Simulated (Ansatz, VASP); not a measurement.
# Hf (Hafnium) in two plane-wave programs, part 2 of 2

One calculation is typed for both programs; each brings its own data sets. How far apart do they land? The cell is taken from a series of runs on this material, whose earlier steps may have relaxed, scaled, displaced or heated it; both programs get it as it stands.

VASP 6.6.1 and Ansatz 0.2.0.

So far: Starting point; VASP: zone-centre phonons, LDA.

### 3. Ansatz: zone-centre phonons, LDA

Level of this step: Ansatz beside VASP: Kohn-Sham DFT, plane waves, LDA (Ansatz).

Ansatz runs on its PAW soft_1 files.

The same cell, functional (in two slightly different forms), mesh and smearing now go to Ansatz, which takes its cutoff from its data sets.

The input, input.yaml:

```yaml
crystal:
  lattice:
    - [3.1114462224, 0.0, 0.0]
    - [-1.5557231112, 2.6945914711, 0.0]
    - [0.0, 0.0, 4.9888248638]
  atoms:
    - { symbol: Hf, position: [0.333333332, 0.666666668, 0.25] }
    - { symbol: Hf, position: [0.666666668, 0.333333332, 0.75] }
kpoints:
  mp_grid: { grid: [15, 15, 8] }
hamiltonian:
  xc: lda
  pseudopotentials: { kind: paw, azcp: { folder: soft_1 }, xc_functional: pbe }
scf:
  occupations: { method: methfessel_paxton, width: 0.2 }
output:
  eigenvalues: true
phonons:
  method: dfpt
```

Run with:

```sh
$ ansatz run input.yaml --threads 4 --pin off --max-ram 10240MiB --backend cpu --events-out ev --progress --plain --runs-dir out
```

Numbers of over 12 decimals in the logs are rounded to 6 here.

Output:

```text
zone centre: on kpoints.mp_grid the ground state, and the responses unless they are solved on pairs of k-points, stand on 320 of the mesh's 1800 k-points, reduced under 4 symmetry operations, with k and −k counted as one. Each operation leaves every solved displacement unchanged or reverses it
Engine: ansatz 0.2.0, aarch64-unknown-linux-gnu
Pseudopotentials: kind: paw
Pseudopotential: Hf, paw, valence charge 26, recommended cutoff 420 eV (normal), soft_1/Hf.paw.azcp
Functional definition: SPW92
  exchange = slater_x
  correlation = pw_c
Crystal: 2 atoms, lattice volume = 41.827 Å³
Basis set: ecut = 420 eV, 809 PW (Γ), exchange–correlation on 48×48×72 points (8 copies of the dense FFT grid, shifted against one another)
Bands: 32, of which v1, the nominal top of the filled ones, is band 26 counted from 1 (25 counted from 0)
Symmetry: 24 space group operations
k-points: 320 of 1800 (irreducible under 4 space group operations, time reversal used)
Non-local potential: Hf, projectors of the file, l = 0: 3, l = 1: 2, l = 2: 2, l = 3: 3
PAW form: soft (Blöchl's): semilocal exchange-correlation on the pseudo side does not see the compensation charge
PAW frozen core: Hf, regenerated for the run's functional, and the local potential with it (the file was generated under x = pbe(κ = 0.804, μ = 0.219515), c = pbe(β = 0.066725))
PAW one-centre angular grid: Hf, 590 points (default); XC on 64 Gauss nodes
Initial density: superposition of atomic densities (chi_scale 0.1, normalization cell)
Initial wavefunctions: pseudopotential atomic-orbital guess
Functional: x = slater, c = lda
SCF iter   1: F=—  HF=-30955.203275 eV  |F-HF|=—  |Δ(HF+E_count)|=         —  Δρ=3.40e-2  dr2=5.67e-1  ethr=3.10e-3  ⟨swp⟩=4.8  Hψ=34498  notcnv=0
preconditioner: auto → Kerker (q_TF=auto, 2.829 Å⁻¹)  [metal: Δε(μ)=0.010 eV  Ē_g=16.977 eV  σ=0.200 eV  W_gap=0.04  n_scr=22 (ndim 8)  ℏωp=39.8 eV  f_vac=0.000  D(μ)=1.39/eV (n_scr^D=8)]
SCF iter   2: F=—  HF=-30955.072518 eV  |F-HF|=—  |Δ(HF+E_count)|=   1.31e-1  S|Δr|=    0.00e0  Δρ=2.12e-2  dr2=2.20e-1  ethr=1.09e-3  ⟨swp⟩=2.2  Hψ=18930  notcnv=0  defer=9
SCF iter   3: F=—  HF=-30955.020610 eV  |F-HF|=—  |Δ(HF+E_count)|=   5.19e-2  S|Δr|=    0.00e0  Δρ=8.23e-3  dr2=3.25e-2  ethr=4.23e-4  ⟨swp⟩=2.0  Hψ=15972  notcnv=0  defer=27
SCF iter   4: F=—  HF=-30954.981874 eV  |F-HF|=—  |Δ(HF+E_count)|=   3.87e-2  S|Δr|=    0.00e0  Δρ=3.07e-3  dr2=1.91e-3  ethr=6.24e-5  ⟨swp⟩=2.0  Hψ=18464  notcnv=0  defer=27
SCF iter   5: F=—  HF=-30954.982844 eV  |F-HF|=—  |Δ(HF+E_count)|=   9.70e-4  S|Δr|=    0.00e0  Δρ=6.20e-4  dr2=1.49e-4  ethr=3.68e-6  ⟨swp⟩=2.8  Hψ=17822  notcnv=0  defer=28
SCF iter   6: F=—  HF=-30954.982971 eV  |F-HF|=—  |Δ(HF+E_count)|=   1.27e-4  S|Δr|=    0.00e0  Δρ=1.30e-4  dr2=5.74e-6  ethr=2.86e-7  ⟨swp⟩=2.0  Hψ=18489  notcnv=0  defer=28
SCF iter   7: F=—  HF=-30954.982984 eV  |F-HF|=—  |Δ(HF+E_count)|=   1.22e-5  S|Δr|=    0.00e0  Δρ=2.79e-5  dr2=3.30e-7  ethr=1.10e-8  ⟨swp⟩=2.2  Hψ=18509  notcnv=0  defer=28
SCF iter   8: F=—  HF=-30954.982984 eV  |F-HF|=—  |Δ(HF+E_count)|=   1.21e-7  S|Δr|=    0.00e0  Δρ=5.11e-6  dr2=1.10e-8  ethr=6.35e-10  ⟨swp⟩=2.6  Hψ=17204  notcnv=0  defer=145
SCF iter   9: F=—  HF=-30954.982984 eV  |F-HF|=—  |Δ(HF+E_count)|=   3.79e-9  S|Δr|=    0.00e0  Δρ=8.76e-7  dr2=2.54e-10  ethr=2.11e-11  ⟨swp⟩=2.1  Hψ=16837  notcnv=0  defer=145
SCF iter  10: F=—  HF=-30954.982984 eV  |F-HF|=—  |Δ(HF+E_count)|=  1.46e-11  S|Δr|=    0.00e0  Δρ=2.25e-7  dr2=1.39e-11  ethr=1.00e-12  ⟨swp⟩=2.0  Hψ=13358  notcnv=0  defer=145
SCF iter  11: F=-30954.982984 eV  HF=-30954.982984 eV  |F-HF|=1.09e-11  |Δ(HF+E_count)|=  1.09e-11  S|Δr|=    0.00e0  Δρ=5.25e-8  dr2=4.71e-13  ethr=1.00e-12  ⟨swp⟩=9.3  Hψ=55504  notcnv=0
SCF 1 converged in 11 iterations: F = -30954.982984 eV  dr2 = 4.71e-13
  greatest PAW one-centre occupation: 0.998 electrons in one spin orbital (limit 2), on the Hf atom at site 1 (counted from 0), in its partial waves of l = 3
DFPT response loops at Γ: preconditioner auto → Kerker (q_TF=auto, 2.829 Å⁻¹) (partly filled bands, converged f_vac=0.000); β = 1.00, the filter's whole step (`scf.mixing.beta` (0.50) is not read by the response loops under this deck's `scf.mixing.preconditioner`; to damp them name `kerker` or `kerker_dos`, under which they read `scf.mixing.beta`, and type it under 1.00, their step now; both keys bind the ground state too); Broyden in place of MSR1
SCF converged after 11 iterations
Stability not checked: this state was not tested for a lower state beside it, because cold or Methfessel-Paxton smearing, or corrected tetrahedra, fill the levels in a way that the test cannot read (fill_not_monotonic; see scf.lower_state_search)
Free energy (F): -30954.982984 eV
Harris-Foulkes:  -30954.982984 eV  (|F-HF|=1.09e-11)
Internal energy: -30954.985616 eV  (E = F + TS)
E sigma→0 (E₀):  -30954.983642 eV
Entropy (-TS):   0.002632 eV (1.316 meV/atom)
Fermi energy:    19.223039 eV
--- Per-component energies (eV) ---
  E_band       = 41.739618
  E_kinetic    = 824.627674
  E_local      = -12289.838407  (includes V_loc(G=0)·N_el)
  E_nonlocal   = 142.816944
  E_hartree    = 6004.513091
  E_xc         = -530.824337
  E_vxc        = -512.491281  (∫ρ·V_xc dr)
  E_paw        = -14907.530936  (= ΣΔE_a)
  E_vpaw       = -132.401697  (= ΣTr[D̂ρ^β])
  E_aug_tail   = 0.000214  (compensation charges beyond the density's cutoff)
  E_ewald      = -10203.664036
  E_core_change = 4.914176  (= ΣΔE_core)
  E_smearing   = 0.002632  (= −TS)
  E_closure    = 0.000000  (closes the sum)
  Σ components = -30954.982984   (vs F -30954.982984, Δ=0.00e0)
--- Band table (eV; the first three rows and the last of 320) ---
  k-point 0: bands = [... 22 lower, 11.6335, 15.2475, 20.1160, 20.3584, 20.3584, 20.4949, 21.2088, 21.2088, ... 2 higher]
  k-point 1: bands = [... 22 lower, 11.7870, 15.1897, 19.8718, 20.2801, 20.2801, 20.3692, 21.0895, 21.0895, ... 2 higher]
  k-point 2: bands = [... 22 lower, 12.2289, 14.9557, 19.4068, 20.0363, 20.1656, 20.1656, 20.8076, 20.8076, ... 2 higher]
  k-point 319: bands = [... 22 lower, 16.2060, 16.2060, 18.3996, 18.3996, 19.2015, 19.2015, 21.4655, 21.4655, ... 2 higher]
--- Phonons (Γ-DFPT): 2 representative perturbations + reference, on 320 of 1800 k-points (Σ response iterations 6) ---
  k mesh reduced under 4 symmetry operations, with k and −k counted as one. Each operation leaves every solved displacement unchanged or reverses it
  ASR residual: 4.425e-5 → 0.000e0 eV/Å²; symmetrization residual: 1.990e-12 eV/Å²
  ASR residual per site (eV/Å²): 4.43e-5 4.43e-5
  Γ frequencies (cm⁻¹): 0.00 0.00 0.00 70.84 70.84 106.49
  non-analytic LO–TO correction: not included (Born effective charges unavailable; polar crystals: no LO–TO splitting at Γ)
```

### 4. Differences

Known differences besides the potentials themselves: the data sets hold 52 valence electrons in Ansatz (on its PAW soft_1 files) and 20 in VASP; the cutoff is 420 eV in Ansatz and 500 eV in VASP; VASP's log shows a relativistic correction to its local exchange, Ansatz's none. Total energies have different zeros and are not compared.

Both answers:

| quantity | Ansatz | VASP | difference |
| --- | --- | --- | --- |
| optical mode 1 to 2 (cm⁻¹) | 70.8 | 69.7 | +1.64 % |
| optical mode 3 (cm⁻¹) | 106.5 | 106.6 | -0.09 % |

Modes are paired by rising frequency, not by their patterns, so a pair may set unlike modes beside each other; they are those without the splitting of longitudinal modes.

### 5. Summary of results

| Item | Value |
| --- | --- |
| r.m.s. difference of the optical zone-centre modes, each program's sorted by frequency (zone-centre phonons, LDA) | 0.93 cm⁻¹ |
| difference in optical mode 1 to 2 (zone-centre phonons, LDA) | +1.6 % |

What this shows: The r.m.s. difference of the optical zone-centre modes, each program's sorted by frequency is 0.93 cm⁻¹ (zone-centre phonons, LDA). The data sets hold unlike numbers of valence electrons (52 in Ansatz and 20 in VASP), so part of the differences comes from the potentials. Among the rows given in per cent, the largest difference of the zone-centre phonons, LDA pair is in optical mode 1 to 2, +1.6 %. How closely two codes agree says nothing of how well the functional describes the real material.

[Lines on the potential files, build, host, timing and source positions are cut from VASP's logs without a mark.]

[Logs are printed without paths, hosts, clocks, repeated set-up lines and the standing remarks that a program may print on its own settings, such as how far it seeks lower states.]

[Hosts, paths, dates, database ids (printed as entryN), source tags and the programs' standing remarks are cut or masked in the printed files.]
